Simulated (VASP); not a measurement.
A convergence study with VASP on Cs (bcc): one setting is varied, all else stays as given below, so the limit is that of these other settings. The cell's lengths are 1 % over those of the tabulated start, so it is off equilibrium.

```yaml
crystal:
  lattice:
    - [-3.08050, 3.08050, 3.08050]
    - [3.08050, -3.08050, 3.08050]
    - [3.08050, 3.08050, -3.08050]
  atoms:
    - { symbol: Cs, position: [0.00000, 0.00000, 0.00000] }
```

Level of theory: PBE GGA, VASP's PBE PAW potentials (set 64) (plane waves; VASP). The tightest run used: 1000 eV cut-off, 10×10×10 Γ-centred mesh, first-order Methfessel-Paxton smearing of 0.10 eV, potentials Cs_sv.

The settings run are ENCUT = 150; ENCUT = 200; ENCUT = 250; ENCUT = 300; ENCUT = 350; ENCUT = 400; ENCUT = 450; ENCUT = 500; ENCUT = 550; ENCUT = 600; ENCUT = 650; ENCUT = 700; ENCUT = 750; ENCUT = 800; ENCUT = 850; ENCUT = 1000. From which on does the stress (every component) stay within 0.1 GPa of the tightest run?

From ENCUT = 250 on: it is off by 0.03 there and by no more than 0.1 in any finer run, while ENCUT = 200 is off by 0.19.
```csv
setting,E (eV/atom),pressure (GPa),plane waves,difference judged (GPa)
ENCUT = 150,-0.8376,-1.74,498,1.74
ENCUT = 200,-0.8441,-0.19,767,0.19
ENCUT = 250,-0.8465,-0.02,1072,0.03
ENCUT = 300,-0.8461,-0.02,1409,0.02
ENCUT = 350,-0.8457,-0.02,1758,0.02
ENCUT = 400,-0.8458,-0.01,2139,0.01
ENCUT = 450,-0.8459,0.00,2556,0.00
ENCUT = 500,-0.8459,0.00,3043,0.00
ENCUT = 550,-0.8459,0.00,3463,0.00
ENCUT = 600,-0.8460,0.00,3937,0.00
ENCUT = 650,-0.8460,0.00,4422,0.00
ENCUT = 700,-0.8460,0.00,4941,0.00
ENCUT = 750,-0.8460,0.00,5594,0.00
ENCUT = 800,-0.8460,0.00,6036,0.00
ENCUT = 850,-0.8459,0.00,6620,0.00
ENCUT = 1000,-0.8457,0.00,8440,0.00
```

Left out are rungs that failed or repeat a setting and relaxations that didn't move; long series are thinned to 24 rows.

The compound is Cs in the bcc structure. The cell was not relaxed at this level.
